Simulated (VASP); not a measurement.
OSZICAR of a VASP run on Ag (relaxed from the simple-cubic structure, space group Pm-3m):

File OSZICAR:
```
       N       E                     dE             d eps       ncg     rms          rms(c)
DAV:   1     0.367464475747E+02    0.36746E+02   -0.48398E+03  1649   0.863E+02
DAV:   2    -0.288906980244E+01   -0.39636E+02   -0.38246E+02  1550   0.180E+02
DAV:   3    -0.320346066067E+01   -0.31439E+00   -0.31432E+00  1759   0.200E+01
DAV:   4    -0.320425278472E+01   -0.79212E-03   -0.79211E-03  1636   0.933E-01
DAV:   5    -0.320425941311E+01   -0.66284E-05   -0.66290E-05  1656   0.799E-02    0.496E+00
DAV:   6    -0.291991440997E+01    0.28435E+00   -0.14008E+00  1542   0.125E+01    0.304E+00
DAV:   7    -0.291077847144E+01    0.91359E-02   -0.98142E-03  1580   0.101E+00    0.173E+00
DAV:   8    -0.290699489129E+01    0.37836E-02   -0.10086E-03  1542   0.293E-01    0.624E-02
DAV:   9    -0.290700356392E+01   -0.86726E-05   -0.11329E-05  1683   0.302E-02    0.101E-02
DAV:  10    -0.290700731557E+01   -0.37516E-05   -0.24243E-06  1618   0.168E-02    0.580E-03
DAV:  11    -0.290700708931E+01    0.22626E-06   -0.72268E-08   801   0.284E-03
   1 F= -.29070071E+01 E0= -.29070704E+01  d E =-.290701E+01
       N       E                     dE             d eps       ncg     rms          rms(c)
DAV:   1    -0.291495292159E+01   -0.79456E-02   -0.14541E-01  1542   0.468E+00    0.580E-01
DAV:   2    -0.290729231403E+01    0.76606E-02   -0.34681E-02  1537   0.201E+00    0.177E-01
DAV:   3    -0.290712625498E+01    0.16606E-03   -0.36487E-04  1557   0.186E-01    0.119E-01
DAV:   4    -0.290707505780E+01    0.51197E-04   -0.72912E-05  1557   0.699E-02    0.472E-03
DAV:   5    -0.290707540608E+01   -0.34828E-06   -0.20856E-06  1286   0.144E-02
   2 F= -.29070754E+01 E0= -.29071456E+01  d E =-.683168E-04
       N       E                     dE             d eps       ncg     rms          rms(c)
DAV:   1    -0.290824272765E+01   -0.11677E-02   -0.20637E-02  1539   0.176E+00    0.218E-01
DAV:   2    -0.290713847200E+01    0.11043E-02   -0.51076E-03  1537   0.768E-01    0.644E-02
DAV:   3    -0.290711842431E+01    0.20048E-04   -0.45489E-05  1544   0.652E-02    0.429E-02
DAV:   4    -0.290711486519E+01    0.35591E-05   -0.10438E-05  1557   0.258E-02    0.202E-03
DAV:   5    -0.290711483946E+01    0.25732E-07   -0.18327E-07   791   0.440E-03
   3 F= -.29071148E+01 E0= -.29071822E+01  d E =-.107750E-03
```

Problem. Which electronic solver shows in the log?

Solution. It is blocked Davidson (ALGO = Normal, or the opening steps of other solvers). The INCAR had ALGO = Normal.

Problem. Can the final energy be trusted as converged?

Solution. The run converged. It stopped with EDIFF = 1E-6, NELM = 100, NSW = 60 and EDIFFG = -0.01 after 3 ionic steps (PBEsol GGA, plane waves, VASP's PBE PAW potentials (set 64)).

The structure was generated: Ag was put into the simple-cubic type (Pm-3m), which need not be its known phase. This run relaxes it. Symmetry was kept, so distortions that lower it aren't found.
